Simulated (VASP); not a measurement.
# A VASP study of TaSb2 (PBEsol): structure first, properties next, part 4 of 6

What structure and properties does PBEsol give TaSb2, and how near are they to the measured ones? The start is a computed cell from the Materials Project.

VASP 6.6.1, plane waves and PAW; the level of theory is named at each step.

So far. Step 5 (Band structure (PBEsol)): There is no gap at this level. Step 6 (Density of states (PBEsol)): The finer mesh and the other smearing move the Fermi level by +0.05 eV from the 8×8×4 run, a small shift, which tests the Fermi level alone. Of the states within 0.3 eV of the Fermi level, the largest shares in the PAW spheres are Ta d 45 % and Sb p 16 %. The rest lies in smaller channels or between the spheres.

## (7) Band structure (PBEsol + SOC)

This step: PBEsol, spin-orbit coupling; plane waves and PAW (Ta_pv, Sb) (VASP 6.6.1).

Levels along the symmetry lines show where the bands peak and cross; KPOINTS_OPT computes them in the converged potential. Spin-orbit coupling needs spinors and the noncollinear program, where each band holds one electron.

Contents of INCAR:

```
SYSTEM = TaSb2
PREC = Accurate
ENCUT = 400
EDIFF = 1E-06
NELM = 100
ISMEAR = 0
SIGMA = 0.05
LREAL = .FALSE.
ALGO = Normal
GGA = PS
LNONCOLLINEAR = .TRUE.
MAGMOM = 0 0 0 0 0 0 0 0 0 0 0 0 0 0 0 0 0 0
NBANDS = 54
GGA_COMPAT = .FALSE.
LASPH = .TRUE.
LSORBIT = .TRUE.
LMAXMIX = 4
LORBIT = 11
LWAVE = .FALSE.
LCHARG = .FALSE.
KPAR = 4
```

Contents of POSCAR:

```
TaSb2
1.0
    5.1171574945     -1.8183642879      0.0095185283
    5.1171574945      1.8183642879      0.0095185283
   -4.2154227015      0.0000000000      7.1302925838
Ta Sb
2 4
Direct
    0.8497042829      0.8497042829      0.8118814231
    0.1502957171      0.1502957171      0.1881185769
    0.1480743744      0.1480743744      0.5345757291
    0.8519256356      0.8519256356      0.4654242709
    0.4049162393      0.4049162393      0.1137224561
    0.5950837607      0.5950837607      0.8862775439
```

Contents of KPOINTS:

```
Automatic mesh
0
Gamma
6 6 3
0 0 0
```

Contents of KPOINTS_OPT:

```
Line mode
16
Line-mode
Reciprocal
  0.50000000   0.50000000  -0.50000000 X
  0.00000000   0.00000000   0.00000000 GAMMA

  0.00000000   0.00000000   0.00000000 GAMMA
  0.00000000   0.00000000   0.50000000 Y

  0.50000000   0.50000000   0.00000000 L
  0.00000000   0.00000000   0.00000000 GAMMA

  0.00000000   0.00000000   0.00000000 GAMMA
  0.00000000  -0.50000000   0.00000000 Z

  0.50000000   0.00000000  -0.50000000 N
  0.00000000   0.00000000   0.00000000 GAMMA

  0.00000000   0.00000000   0.00000000 GAMMA
  0.00000000  -0.50000000   0.50000000 M

  0.50000000   0.00000000   0.00000000 R
  0.00000000   0.00000000   0.00000000 GAMMA
```

PAW data sets: Ta_pv and Sb (PBE family, release 64).

Run with:

```sh
$ mpirun -np 4 vasp_ncl
```

The program printed:

```text
[... set-up lines as in an earlier step ...]
 entering main loop
       N       E                     dE             d eps       ncg     rms          rms(c)
DAV:   1     0.291917117606E+03    0.29192E+03   -0.16294E+04  4208   0.113E+03
DAV:   2    -0.248612410514E+02   -0.31678E+03   -0.30658E+03  4280   0.299E+02
DAV:   3    -0.467882452468E+02   -0.21927E+02   -0.21334E+02  4478   0.730E+01
DAV:   4    -0.475304565495E+02   -0.74221E+00   -0.73340E+00  4520   0.128E+01
DAV:   5    -0.475529885367E+02   -0.22532E-01   -0.22488E-01  4724   0.224E+00    0.187E+01
DAV:   6    -0.465048607068E+02    0.10481E+01   -0.40584E+00  4758   0.103E+01    0.858E+00
DAV:   7    -0.462945492229E+02    0.21031E+00   -0.71052E-01  4468   0.386E+00    0.403E+00
DAV:   8    -0.462620681910E+02    0.32481E-01   -0.12833E-01  4396   0.201E+00    0.978E-01
DAV:   9    -0.462592715537E+02    0.27966E-02   -0.20629E-02  4726   0.637E-01    0.331E-01
DAV:  10    -0.462586288501E+02    0.64270E-03   -0.19392E-03  4382   0.249E-01    0.139E-01
DAV:  11    -0.462585692502E+02    0.59600E-04   -0.61051E-04  4732   0.136E-01    0.327E-02
DAV:  12    -0.462585701927E+02   -0.94248E-06   -0.69632E-05  4336   0.406E-02    0.194E-02
DAV:  13    -0.462585717228E+02   -0.15301E-05   -0.48274E-06  4464   0.111E-02    0.779E-03
DAV:  14    -0.462585725282E+02   -0.80549E-06   -0.16481E-06  3268   0.702E-03
   1 F= -.46258573E+02 E0= -.46258157E+02  d E =-.831864E-03  mag=     0.0000     0.0000    -0.0000
 Start KPOINTS_OPT (optional k-point list driver)
k-point batch [1-34\112]
       N       E                     dE             ncg
DAV:   1     0.563678435303E+04   -0.85113E+03     4200
DAV:   2    -0.567035615625E+04   -0.11307E+05     4340
DAV:   3    -0.652345134206E+04   -0.85310E+03     4654
DAV:   4    -0.655594859759E+04   -0.32497E+02     4552
DAV:   5    -0.655702376382E+04   -0.10752E+01     4970
DAV:   6    -0.655704190539E+04   -0.18142E-01     4772
DAV:   7    -0.655704261675E+04   -0.71136E-03     5000
DAV:   8    -0.655704263331E+04   -0.16556E-04     4186
DAV:   9    -0.655704263394E+04   -0.62745E-06     3200
[...]
k-point batch [103-112\112]
       N       E                     dE             ncg
DAV:   1     0.164929555719E+05   -0.59393E+03     1240
DAV:   2     0.132090575634E+05   -0.32839E+04     1290
DAV:   3     0.129869630682E+05   -0.22209E+03     1306
DAV:   4     0.129789562512E+05   -0.80068E+01     1360
DAV:   5     0.129787158748E+05   -0.24038E+00     1356
DAV:   6     0.129787101912E+05   -0.56836E-02     1432
DAV:   7     0.129787099665E+05   -0.22465E-03     1358
DAV:   8     0.129787099569E+05   -0.96077E-05     1240
DAV:   9     0.129787099564E+05   -0.58544E-06      908
```

Wall time 4.4 min (4 MPI ranks of AMD EPYC 9R45, shared host); peak memory 3 GiB.

Parts of OUTCAR (step 7):

```text
   k-points           NKPTS =     34   k-points in BZ     NKDIM =     34   number of bands    NBANDS=     54

   NELECT =      42.0000    total number of electrons

 E-fermi :   8.5676

 k-point     1 :       0.0000    0.0000    0.0000
  band No.  band energies     occupation
    ...
     38       7.4131      1.00000
     39       7.8510      1.00000
     40       7.8510      1.00000
     41       7.9977      1.00000
     42       7.9977      1.00000
     43       9.1921      0.00000
     44       9.1921      0.00000
     45       9.9970      0.00000
     46       9.9970      0.00000
     47      10.6610      0.00000
    ...

  Total        0.2355707      0.0554289     -0.0249819      0.0000000      0.0000000     -0.0504490
  in kB        2.8412372      0.6685319     -0.3013086      0.0000000      0.0000000     -0.6084696
  external PRESSURE =       1.0694869 kB  Pullay stress =       0.0000000 kB

 POSITION                                       TOTAL-FORCE (eV/Angst)
 -----------------------------------------------------------------------------------
      5.27372      0.00000      5.80513        -0.018412      0.000000     -0.017252
      0.74517      0.00000      1.34420         0.018412      0.000000      0.017252
     -0.73802      0.00000      3.81450         0.010394      0.000000      0.039581
      6.75692      0.00000      3.33483        -0.010394      0.000000     -0.039581
      3.66465      0.00000      0.81858         0.007795      0.000000      0.010234
      2.35424      0.00000      6.33075        -0.007795      0.000000     -0.010234
 -----------------------------------------------------------------------------------
    total drift:                               -0.000014      0.000000      0.000000

  FREE ENERGIE OF THE ION-ELECTRON SYSTEM (eV)
  ---------------------------------------------------
  free  energy   TOTEN  =       -46.2585725282 eV

  energy  without entropy=      -46.2577406642  energy(sigma->0) =      -46.25815660

 Spin-Orbit-Coupling matrix elements
 Ion:    1  E_soc:     -1.4308920
 Ion:    2  E_soc:     -1.4308920
 Ion:    3  E_soc:     -0.1329749
 Ion:    4  E_soc:     -0.1329749
 Ion:    5  E_soc:     -0.1326030
 Ion:    6  E_soc:     -0.1326030

 magnetization (x)
# of ion       s       p       d       tot
------------------------------------------
    1        0.000   0.000   0.000   0.000
    2        0.000   0.000   0.000   0.000
    3        0.000   0.000   0.000   0.000
    4        0.000   0.000   0.000   0.000
    5        0.000   0.000   0.000   0.000
    6        0.000   0.000   0.000   0.000
--------------------------------------------------
tot          0.000   0.000   0.000   0.000

 magnetization (y)
# of ion       s       p       d       tot
------------------------------------------
    1       -0.000   0.000  -0.000  -0.000
    2       -0.000   0.000  -0.000  -0.000
    3        0.000   0.000   0.000   0.000
    4        0.000   0.000   0.000   0.000
    5       -0.000  -0.000   0.000  -0.000
    6       -0.000  -0.000   0.000  -0.000
--------------------------------------------------
tot         -0.000   0.000  -0.000  -0.000

 magnetization (z)
# of ion       s       p       d       tot
------------------------------------------
    1        0.000   0.000   0.000   0.000
    2        0.000   0.000   0.000   0.000
    3        0.000   0.000   0.000   0.000
    4        0.000   0.000   0.000   0.000
    5        0.000   0.000   0.000   0.000
    6        0.000   0.000   0.000   0.000
--------------------------------------------------
tot          0.000   0.000   0.000   0.000

[... 6 parts as in an earlier step ...]

[... 10 further parts left out ...]
```

The k-mesh is coarse for a metal.

This step gave:

```
SCF cycles              : 14
bands                   : 54
irreducible k-points    : 34
free energy (TOTEN)     : -46.26 eV
energy at zero smearing : -46.26 eV
Fermi energy            : 8.568 eV
pressure                : 0.1069 GPa
```

On-site spin-orbit energy by atom:

| atom | on-site spin-orbit energy (eV) |
| --- | --- |
| Ta1 | -1.43 |
| Ta2 | -1.43 |
| Sb3 | -0.13 |
| Sb4 | -0.13 |
| Sb5 | -0.13 |
| Sb6 | -0.13 |

The electronic bands at the labelled points (eV, zero at the Fermi level; # counts the bands kept, so #1 is VASP's band 17):

| point | #21 | #22 | #23 | #24 | #25 | #26 | #27 | #28 |
| --- | --- | --- | --- | --- | --- | --- | --- | --- |
| X | -0.56 | -0.56 | -0.56 | -0.56 | 0.08 | 0.08 | 0.39 | 0.39 |
| 0.47 of the way | -1.01 | -1.01 | -0.71 | -0.71 | -0.46 | -0.46 | 0.65 | 0.65 |
| Γ | -1.15 | -1.15 | -0.72 | -0.72 | -0.57 | -0.57 | 0.62 | 0.62 |
| 0.53 of the way | -1.18 | -1.18 | -0.82 | -0.82 | -0.68 | -0.68 | 0.76 | 0.76 |
| Y | -1.28 | -1.28 | -1.04 | -1.04 | -0.23 | -0.23 | 0.23 | 0.23 |
| jump to L | -0.87 | -0.87 | -0.35 | -0.35 | 0.15 | 0.15 | 0.56 | 0.56 |
| 0.47 of the way | -1.25 | -1.25 | -0.94 | -0.94 | -0.63 | -0.63 | 0.74 | 0.74 |
| Γ | -1.15 | -1.15 | -0.72 | -0.72 | -0.57 | -0.57 | 0.62 | 0.62 |
| 0.53 of the way | -1.65 | -1.65 | -1.36 | -1.36 | -0.92 | -0.92 | 0.84 | 0.84 |
| Z | -1.70 | -1.70 | -1.54 | -1.54 | -0.99 | -0.99 | 1.27 | 1.27 |
| jump to N | -1.79 | -1.79 | -1.33 | -1.33 | -0.63 | -0.63 | 0.35 | 0.35 |
| 0.47 of the way | -1.91 | -1.91 | -1.17 | -1.17 | -0.99 | -0.99 | 0.82 | 0.82 |
| Γ | -1.15 | -1.15 | -0.72 | -0.72 | -0.57 | -0.57 | 0.62 | 0.62 |
| 0.47 of the way | -1.88 | -1.88 | -1.14 | -1.14 | -0.91 | -0.91 | 0.85 | 0.85 |
| M | -1.79 | -1.79 | -1.33 | -1.33 | -0.63 | -0.63 | 0.35 | 0.35 |
| jump to R | -1.70 | -1.70 | -1.54 | -1.54 | -0.99 | -0.99 | 1.27 | 1.27 |
| 0.47 of the way | -1.65 | -1.65 | -1.36 | -1.36 | -0.92 | -0.92 | 0.84 | 0.84 |
| Γ | -1.15 | -1.15 | -0.72 | -0.72 | -0.57 | -0.57 | 0.62 | 0.62 |

Of the projections kept (Ta, Sb), the largest for each band there; the rest of the weight can lie on other orbitals:

| point | #21 | #22 | #23 | #24 | #25 | #26 | #27 | #28 |
| --- | --- | --- | --- | --- | --- | --- | --- | --- |
| X | Ta 0.50 | Ta 0.50 | Ta 0.54 | Ta 0.54 | Ta 0.74 | Ta 0.74 | Ta 0.82 | Ta 0.82 |
| Γ | Sb 0.52 | Sb 0.52 | Ta 0.52 | Ta 0.52 | Ta 0.51 | Ta 0.51 | Ta 0.93 | Ta 0.93 |
| Y | Ta 0.62 | Ta 0.62 | Sb 0.53 | Sb 0.53 | Ta 0.58 | Ta 0.58 | Ta 0.69 | Ta 0.69 |
| L | Ta 0.77 | Ta 0.77 | Ta 0.73 | Ta 0.73 | Ta 0.73 | Ta 0.73 | Ta 0.78 | Ta 0.78 |
| Γ | Sb 0.52 | Sb 0.52 | Ta 0.52 | Ta 0.52 | Ta 0.51 | Ta 0.51 | Ta 0.93 | Ta 0.93 |
| Z | Ta 0.61 | Ta 0.61 | Ta 0.63 | Ta 0.63 | Ta 0.51 | Ta 0.51 | Ta 0.71 | Ta 0.71 |

There is no gap at this level.

Of the bands kept, 2 cross the Fermi level on this path (spinor bands, one electron each).

(Continued in part 5 of 6.)

[Lines on the potential files, build, host, timing and source positions are cut from VASP's logs without a mark.]

[Logs are printed without paths, hosts, clocks, repeated set-up lines and the standing remarks that a program may print on its own settings, such as how far it seeks lower states.]

[Hosts, paths, dates, database ids (printed as entryN), source tags and the programs' standing remarks are cut or masked in the printed files.]

[A measured line is paired with the nearest computed mode of its activity, which favours agreement.]
